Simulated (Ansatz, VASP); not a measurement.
# Hf6AlMo2C2S4 (HfC/1 monolayer of Al/MoS2/Hf): VASP beside Ansatz, part 2 of 2

Aim: how closely do two programs agree when they are given the same cell, functional and k mesh? The structure shown is the end of the VASP relaxation below.

VASP 6.6.1 and Ansatz 0.2.0.

So far: Starting point; VASP: relaxation, PBE.

**3. Ansatz: single point, PBE**

Level of this step: Ansatz beside VASP: Kohn-Sham DFT, plane waves, PBE (Ansatz).

Ansatz runs on its default PAW (the set named soft_2) files.

The same cell, functional, mesh and smearing now go to Ansatz, which takes its cutoff from its data sets.

Contents of input.yaml:

```yaml
crystal:
  lattice:
    - [3.17, 0.0, 0.0]
    - [-1.585, 2.74530053, 0.0]
    - [0.0, 0.0, 45.23759116]
  atoms:
    - { symbol: C, position: [0.0, 0.0, 0.18478458] }
    - { symbol: C, position: [0.66666667, 0.33333333, 0.24393953] }
    - { symbol: Hf, position: [0.33333333, 0.66666667, 0.21119055] }
    - { symbol: Hf, position: [0.0, 0.0, 0.27105344] }
    - { symbol: Hf, position: [0.0, 0.0, 0.65443354] }
    - { symbol: Hf, position: [0.66666667, 0.33333333, 0.70847715] }
    - { symbol: Hf, position: [0.0, 0.0, 0.76679709], spin: 0.6 }
    - { symbol: Hf, position: [0.66666667, 0.33333333, 0.81915658], spin: 0.6 }
    - { symbol: Al, position: [0.33333333, 0.66666667, 0.32137897] }
    - { symbol: S, position: [0.33333333, 0.66666667, 0.37474257] }
    - { symbol: S, position: [0.33333333, 0.66666667, 0.44481133] }
    - { symbol: S, position: [0.0, 0.0, 0.52572752] }
    - { symbol: S, position: [0.0, 0.0, 0.595983] }
    - { symbol: Mo, position: [0.0, 0.0, 0.41018312] }
    - { symbol: Mo, position: [0.33333333, 0.66666667, 0.56028165] }
hamiltonian:
  xc: pbe
  pseudopotentials: { kind: paw }
magnetization:
  spin_polarized: true
kpoints:
  mp_grid: { grid: [9, 9, 1] }
scf:
  occupations: { method: fermi_dirac, width: 0.1 }
  n_extra_bands: 9
efield:
  axis: 3
  dipole_correction: true
  ramp_width: 0.04
output:
  forces: true
  eigenvalues: true
```

Run with:

```console
ansatz run input.yaml --threads 4 --pin off --max-ram 9216MiB --backend cpu --events-out ev --progress --plain --runs-dir out
```

Numbers of over 12 decimals in the logs are rounded to 6 here.

Log:

```text
Warning: the band count 119 (scf.n_extra_bands) hosts the net moment |M| = 1.2000 μB (N_el = 219) but caps the reachable moment at 2·n_bands − N_el = 19.0000 μB, below the 133 bands that the automatic rule leaves for it — a moment growing past the seed, or the majority channel's smearing tail, pins there with fewer empty majority states than that count leaves; raise or omit scf.n_extra_bands unless the cap is intended
scf.n_extra_bands = 9 over 110 filled bands (N_el = 219.0): the run solves 119 bands
Engine: ansatz 0.2.0, aarch64-unknown-linux-gnu
Pseudopotentials: kind: paw
Pseudopotential: C, paw, valence charge 4, recommended cutoff 420 eV (normal), C.paw.azcp
Pseudopotential: Hf, paw, valence charge 26, recommended cutoff 420 eV (normal), Hf.paw.azcp
Pseudopotential: Al, paw, valence charge 3, recommended cutoff 420 eV (normal), Al.paw.azcp
Pseudopotential: S, paw, valence charge 6, recommended cutoff 420 eV (normal), S.paw.azcp
Pseudopotential: Mo, paw, valence charge 14, recommended cutoff 420 eV (normal), Mo.paw.azcp
Functional definition: PBE
  parameter kappa = 0.804
  parameter beta = 0.066725
  exchange = pbe_x(kappa = kappa, mu = beta*pi^2/3)
  correlation = pbe_c(beta = beta)
Crystal: 15 atoms, lattice volume = 393.685 Å³
Basis set: ecut = 420 eV, 7663 PW (Γ), exchange–correlation on 48×48×640 points (8 copies of the dense FFT grid, shifted against one another)
Bands: 119, of which v1, the nominal top of the filled ones, is band 110 counted from 1 (109 counted from 0)
Symmetry: 6 space group operations
k-points: 12 of 81 (time reversal used)
Non-local potential: C, projectors of the file, l = 0: 2, l = 1: 2, l = 2: 1
Non-local potential: Hf, projectors of the file, l = 0: 3, l = 1: 2, l = 2: 2, l = 3: 3
Non-local potential: Al, projectors of the file, l = 0: 2, l = 1: 2, l = 2: 1
Non-local potential: S, projectors of the file, l = 0: 2, l = 1: 2, l = 2: 2
Non-local potential: Mo, projectors of the file, l = 0: 3, l = 1: 2, l = 2: 2, l = 3: 1
PAW form: soft (Blöchl's): semilocal exchange-correlation on the pseudo side does not see the compensation charge
PAW one-centre angular grid: C, 110 points (default); XC on 64 Gauss nodes
PAW one-centre angular grid: Hf, 590 points (default); XC on 64 Gauss nodes
PAW one-centre angular grid: Al, 110 points (default); XC on 64 Gauss nodes
PAW one-centre angular grid: S, 110 points (default); XC on 64 Gauss nodes
PAW one-centre angular grid: Mo, 590 points (default); XC on 64 Gauss nodes
Starting moments: Σ|m| = 1.2 μB on 2 of 15 sites
Initial wavefunctions: pseudopotential atomic-orbital guess
Functional: x = pbe(κ = 0.804, μ = 0.219515), c = pbe(β = 0.066725)
SCF iter   1: F=—  HF=-108904.718079 eV  |F-HF|=—  |Δ(HF+E_count)|=         —  Δρ=4.47e-2 (↑4.47e-2 ↓4.41e-2)  dr2=6.38e2  dr2_m=7.10e-2  M=0.210 μB ∫|m|=0.230 μB  β_m=0.36  ethr=3.10e-3  p=0.000 e·Å  D=2.97e-7 V/Å  ΔV_dip=-0.00 eV  dr2_dipole=5.08e2  V_vac-E_F(+/−)=6.86/6.86 eV  ⟨swp⟩=7.0  Hψ=11507  notcnv=0
Mixer restart at iter 1: flushing history
efield: sawtooth ramp at fractional position 0.9820 (placed from the atoms, in the widest stretch of the axis that holds none; the zero of the levels goes with the place), width 0.0400; the density the first Hamiltonian is built on has a dipole p = 0.000 e·Å; the dipole correction subtracts the counter field D = 2.97e-7 V/Å, which shifts the + side's vacuum level by -0.00 eV against the − side's; the planar-averaged density in the ramp window peaks in size at 1.2e-6 e/Å³
preconditioner: auto → LDOS  [metal: Δε(μ)=0.027 eV  Ē_g=13.559 eV  σ=0.100 eV  W_gap=0.07  n_scr=112 (ndim 8)  ℏωp=25.9 eV  f_vac=0.313  D(μ)=8.50/eV (n_scr^D=28)]
spin=Collinear: LDOS preconditioning applied to the charge; magnetization (m = ρ↑ − ρ↓) channel mixes plain (no charge-response kernel on spin).
SCF iter   2: F=—  HF=-108893.798767 eV  |F-HF|=—  |Δ(HF+E_count)|=    1.09e1  Δρ=2.18e-2 (↑2.16e-2 ↓2.18e-2)  dr2=1.03e2  dr2_m=2.73e-2  M=0.237 μB ∫|m|=0.250 μB  β_m=0.31  ethr=3.10e-3  p=0.180 e·Å  D=8.27e-2 V/Å  ΔV_dip=-3.74 eV  dr2_dipole=7.12e1  V_vac-E_F(+/−)=5.20/8.94 eV  ⟨swp⟩=3.0  Hψ=5683  notcnv=0
density mixer auto → msr1: a metal under ldos (density of states about μ 1.01 of a free-electron gas's, 112 screened modes)
SCF iter   3: F=—  HF=-108891.571425 eV  |F-HF|=—  |Δ(HF+E_count)|=    2.23e0  Δρ=1.13e-2 (↑1.13e-2 ↓1.13e-2)  dr2=2.92e1  dr2_m=1.54e-2  M=0.207 μB ∫|m|=0.223 μB  β_m=0.44  ethr=3.10e-3  p=0.155 e·Å  D=7.14e-2 V/Å  ΔV_dip=-3.23 eV  dr2_dipole=3.58e0  V_vac-E_F(+/−)=5.09/8.32 eV  ⟨swp⟩=2.8  Hψ=4294  notcnv=0
SCF iter   4: F=—  HF=-108890.887573 eV  |F-HF|=—  |Δ(HF+E_count)|=   6.84e-1  Δρ=8.43e-3 (↑8.34e-3 ↓8.43e-3)  dr2=4.05e1  dr2_m=2.70e-3  M=0.161 μB ∫|m|=0.173 μB  β_m=0.37  ethr=3.10e-3  p=0.155 e·Å  D=7.12e-2 V/Å  ΔV_dip=-3.22 eV  dr2_dipole=5.42e1  V_vac-E_F(+/−)=4.55/7.77 eV  ⟨swp⟩=4.1  Hψ=7586  notcnv=1  recentre
[...]
SCF iter  50: F=-108890.538820 eV  HF=-108890.538827 eV  |F-HF|=6.44e-6  |Δ(HF+E_count)|=   8.64e-6  Δρ=1.06e-5 (↑1.06e-5 ↓8.71e-6)  dr2=3.49e-6  dr2_m=2.35e-7  M=1.142 μB ∫|m|=1.234 μB  β_m=0.53  ethr=1.23e-10  p=0.119 e·Å  D=5.49e-2 V/Å  ΔV_dip=-2.48 eV  dr2_dipole=3.60e-6  V_vac-E_F(+/−)=4.33/6.81 eV  ⟨swp⟩=4.5  Hψ=8475  notcnv=0
SCF iter  51: F=-108890.538829 eV  HF=-108890.538831 eV  |F-HF|=2.26e-6  |Δ(HF+E_count)|=   4.45e-6  Δρ=4.45e-6 (↑4.45e-6 ↓3.39e-6)  dr2=9.81e-7  dr2_m=4.61e-8  M=1.153 μB ∫|m|=1.223 μB  β_m=0.53  ethr=1.23e-10  p=0.119 e·Å  D=5.49e-2 V/Å  ΔV_dip=-2.48 eV  dr2_dipole=1.39e-6  V_vac-E_F(+/−)=4.33/6.81 eV  ⟨swp⟩=4.6  Hψ=8503  notcnv=0
SCF iter  52: F=-108890.538830 eV  HF=-108890.538832 eV  |F-HF|=1.88e-6  |Δ(HF+E_count)|=   6.10e-7  Δρ=2.92e-6 (↑2.66e-6 ↓2.92e-6)  dr2=7.38e-7  dr2_m=2.39e-8  M=1.157 μB ∫|m|=1.219 μB  β_m=0.64  ethr=1.23e-10  p=0.119 e·Å  D=5.49e-2 V/Å  ΔV_dip=-2.48 eV  dr2_dipole=1.18e-6  V_vac-E_F(+/−)=4.33/6.81 eV  ⟨swp⟩=3.8  Hψ=6197  notcnv=0
SCF iter  53: F=-108890.538831 eV  HF=-108890.538832 eV  |F-HF|=6.47e-7  |Δ(HF+E_count)|=   4.41e-8  Δρ=3.04e-6 (↑2.79e-6 ↓3.04e-6)  dr2=3.19e-7  dr2_m=2.81e-8  M=1.158 μB ∫|m|=1.218 μB  β_m=0.72  ethr=1.23e-10  p=0.119 e·Å  D=5.49e-2 V/Å  ΔV_dip=-2.48 eV  dr2_dipole=3.52e-7  V_vac-E_F(+/−)=4.33/6.81 eV  ⟨swp⟩=3.0  Hψ=5509  notcnv=0
SCF iter  54: F=-108890.538832 eV  HF=-108890.538832 eV  |F-HF|=1.40e-7  |Δ(HF+E_count)|=   2.25e-8  Δρ=2.07e-6 (↑1.98e-6 ↓2.07e-6)  dr2=7.55e-8  dr2_m=1.40e-8  M=1.158 μB ∫|m|=1.218 μB  β_m=0.86  ethr=1.23e-10  p=0.119 e·Å  D=5.49e-2 V/Å  ΔV_dip=-2.48 eV  dr2_dipole=8.28e-8  V_vac-E_F(+/−)=4.33/6.81 eV  ⟨swp⟩=2.0  Hψ=3373  notcnv=0
SCF iter  55: F=-108890.538832 eV  HF=-108890.538832 eV  |F-HF|=2.11e-8  |Δ(HF+E_count)|=   4.98e-8  Δρ=9.20e-7 (↑9.20e-7 ↓9.19e-7)  dr2=1.53e-8  dr2_m=2.43e-9  M=1.158 μB ∫|m|=1.217 μB  β_m=0.84  ethr=3.45e-11  p=0.119 e·Å  D=5.49e-2 V/Å  ΔV_dip=-2.48 eV  dr2_dipole=1.15e-8  V_vac-E_F(+/−)=4.33/6.81 eV  ⟨swp⟩=3.1  Hψ=5369  notcnv=0
SCF iter  56: F=-108890.538832 eV  HF=-108890.538832 eV  |F-HF|=1.69e-9  |Δ(HF+E_count)|=   1.61e-8  Δρ=4.73e-7 (↑4.73e-7 ↓4.47e-7)  dr2=4.13e-9  dr2_m=5.57e-10  M=1.158 μB ∫|m|=1.216 μB  ethr=7.00e-12  p=0.119 e·Å  D=5.49e-2 V/Å  ΔV_dip=-2.48 eV  dr2_dipole=2.64e-10  V_vac-E_F(+/−)=4.33/6.81 eV  ⟨swp⟩=4.6  Hψ=13221  notcnv=0
SCF 1 converged in 56 iterations: F = -108890.538832 eV  dr2 = 4.13e-9
  greatest PAW one-centre occupation: 0.999 electrons in one spin orbital (limit 2), on the Hf atom at site 7 (counted from 0), in its partial waves of l = 0
at 13 of the mixer's solves, the last at iteration 36, it left a direction of its history that read negative out of its fit and stepped the other way along it
SCF converged after 56 iterations
Magnetization: 1.1583 μB (110.0791 up, 108.9209 down)
Absolute magnetization: 1.2172 μB (∫|ρ↑−ρ↓|, with the PAW one-centre terms)
Spin contamination: 0.3185 ħ² per cell (⟨S²⟩ above its minimum at these occupations)
Per-site moments (μB) at R_I (Å): [(0.717661, 0.901533), (0.041017, 0.908821), (0.068392, 0.901533), (0.010361, 0.908821), (5.014578425636748e-5, 1.090717), (-6.1754824548033604e-6, 1.259760), (1.7280233337723493e-5, 1.234746), (-3.365170114873738e-5, 1.234746), (0.00184111, 0.995792), (3.1224655161660585e-5, 0.995792), (0.000270468, 0.993735), (2.3577129187729573e-5, 0.992837), (-2.1530624579386877e-6, 1.006872), (-0.00115021, 0.993735), (1.6366214187855856e-5, 0.992837)]
Free energy (F): -108890.538832 eV
Harris-Foulkes:  -108890.538832 eV  (|F-HF|=1.69e-9)
Internal energy: -108890.232317 eV  (E = F + TS)
E sigma→0 (E₀):  -108890.385575 eV
Entropy (-TS):   -0.306515 eV (-20.434 meV/atom)
Fermi energy:    8.787693 eV
Dipole field:    D = 0.054894 V/Å  (p = 0.119429 e·Å, saw-weighted, corrected)
Work function:   Φ+ = 4.3315 eV   Φ− = 6.8148 eV
Levels:          The Fermi level and band energies are counted from a zero that moves with the ramp; work functions are not
--- Per-component energies (eV) ---
  E_band       = -1899.248020
  E_kinetic    = 4059.950234
  E_local      = -334286.639696  (includes V_loc(G=0)·N_el)
  E_nonlocal   = -6999.566367
  E_hartree    = 164848.907894
  E_xc         = -2694.607284
  E_vxc        = -2556.912789  (∫ρ·V_xc dr)
  E_paw        = -51037.331092  (= ΣΔE_a)
  E_vpaw       = 8203.934387  (= ΣTr[D̂ρ^β])
  E_aug_tail   = 0.000091  (compensation charges beyond the density's cutoff)
  E_efield     = 0.003278  (sawtooth field / dipole correction)
  E_vefield    = -17.849037  (∫n·V_field dr)
  E_ewald      = 117219.050624
  E_smearing   = -0.306515  (= −TS)
  E_closure    = 0.000000  (closes the sum)
  Σ components = -108890.538832   (vs F -108890.538832, Δ=0.00e0)
--- Forces (eV/Å), atoms counted from 1 ---
  atom   1  C      0.00000000     0.00000000     0.25778677
  atom   2  C      0.00000000     0.00000000     0.10645455
  atom   3  Hf    -0.00000000     0.00000000    -0.26407818
  atom   4  Hf    -0.00000000     0.00000000    -0.09100500
  atom   5  Hf     0.00000000     0.00000000    -0.10701248
  atom   6  Hf     0.00000000     0.00000000     0.08608687
  atom   7  Hf     0.00000000    -0.00000000    -0.07825536
  atom   8  Hf     0.00000000     0.00000000     0.15075019
  atom   9  Al    -0.00000000     0.00000000    -0.05620504
  atom  10  S      0.00000000     0.00000000     0.01186051
  atom  11  S     -0.00000000     0.00000000     0.00846813
  atom  12  S      0.00000000     0.00000000     0.02082210
  atom  13  S      0.00000000     0.00000000    -0.03635496
  atom  14  Mo    -0.00000000     0.00000000     0.00870321
  atom  15  Mo     0.00000000    -0.00000000    -0.01803293
  max |Σ_I F_I| component: 1.16e-5 eV/Å
--- Band table (eV; the first three rows and the last of 24) ---
  k-point 0 ↑: bands = [... 106 lower, 9.1538, 9.5956, 9.5956, 9.6641, 9.8698, 9.8698, 9.8701, 9.8701, ... 5 higher]
  k-point 1 ↑: bands = [... 106 lower, 8.8466, 9.0808, 9.1951, 9.4547, 9.5210, 9.6126, 9.7169, 9.8588, ... 5 higher]
  k-point 2 ↑: bands = [... 106 lower, 8.3072, 8.4418, 8.4905, 8.7334, 8.8475, 9.3467, 9.3900, 9.4113, ... 5 higher]
  k-point 11 ↓: bands = [... 106 lower, 7.7645, 7.9245, 8.7510, 8.7959, 8.8222, 8.9608, 8.9662, 8.9874, ... 5 higher]
```

Elapsed: 5 min, on 4 threads of Arm Neoverse V2, shared host; peak memory 1.8 GiB; 20 min of CPU time.

**4. Differences**

Known differences besides the potentials themselves: the data sets hold 219 valence electrons in Ansatz (default PAW (the set named soft_2) files) and 71 in VASP; the cutoff is 420 eV in Ansatz and 400 eV in VASP (PREC = Normal, projectors in real space); VASP leaves aspherical gradient terms in its spheres out (LASPH is not set), Ansatz keeps them; site moments are counted in spheres of each program's own size. Total energies have different zeros and are not compared.

Compared:

| quantity | Ansatz | VASP | difference |
| --- | --- | --- | --- |
| total moment (μB) | 1.16 | -0.01 | +1.17 |
| moment on C1 (μB) | 0.72 | 0.00 | +0.72 |
| moment on Hf3 (μB) | 0.07 | 0.00 | +0.07 |

At this near-relaxed geometry the largest component of a force difference is 265 meV/Å. By their total or site moments the two runs ended in different magnetic states; the other differences may follow from that, so they don't measure the programs' precision.

**5. What the set-up changes**

Further runs change the set-up of one program: Ansatz's method, potentials or start, or VASP's data sets, cutoff or form of LDA. The table gives Ansatz less VASP for each quantity, since a change that brings one quantity closer may part another.

| run | r.m.s. force difference (meV/Å) | total moment (μB) |
| --- | --- | --- |
| as above | 70 | 1.2 |
| a start from the moments at which VASP ended, with Ansatz's search for lower states switched off | 70 | 1.2 |

**6. Summary of results**

| Property | Result |
| --- | --- |
| difference in total moment (single point, PBE) | 1.2 μB |
| r.m.s. force difference (single point, PBE) | 70 meV/Å |

**Reading.** The r.m.s. force difference is 70 meV/Å (single point, PBE), beyond the 12 meV/Å picked in this series as the mark of a large difference. The runs of the single point, PBE pair ended with unlike moments, so it says little about numerical agreement. By the marks of this series, far apart in the single point, PBE pair: the r.m.s. force difference, 70 meV/Å. For single point, PBE, no further run moves any of the tabulated differences by more than a quarter of its size. 2 further runs of this series are not shown here. How closely two codes agree says nothing of how well the functional describes the real material.

[Lines on the potential files, build, host, timing and source positions are cut from VASP's logs without a mark.]

[Logs are printed without paths, hosts, clocks, repeated set-up lines and the standing remarks that a program may print on its own settings, such as how far it seeks lower states.]

[Hosts, paths, dates, database ids (printed as entryN), source tags and the programs' standing remarks are cut or masked in the printed files.]
